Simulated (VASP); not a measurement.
**Al: single point with LDA**

The system is Al.

```
Al
1.0
     2.81745    0.00000    0.00000
    -1.40873    2.43998    0.00000
     1.40873    0.81333    2.30044
Al
1
Direct
  0.00000 0.00000 0.00000
```

```yaml
Program: VASP 6.6.1
Task: single point
Functional: LDA
Potentials_or_basis: VASP PAW LDA potentials, release 64 (Al)
Cutoff: 520 eV
k_mesh: 15 × 15 × 23
Occupations: methfessel-paxton, width 0.1 eV
Spin: no spin polarisation
```

```json
{"Pressure": "0.0 GPa", "Band gap on the k mesh": "none (metal or under the smearing width)"}
```

Levels at points of the mesh, in eV from the Fermi level:
```
           k point  band 1  band 2  band 3  band 4  band 5
(0.00, 0.00, 0.00)  -11.46   12.74   12.74   12.74   14.39
```

Core levels (eV, on the scale of the bands):
```tsv
atom	levels
1 Al	1s -1488.7, 2s -94.1, 2p -56.4
```

It took 72 s on 1 thread of Intel(R) Xeon(R) Platinum 8375C CPU @ 2.90GHz (Ice Lake) (shared host), peak memory 0.22 GiB.
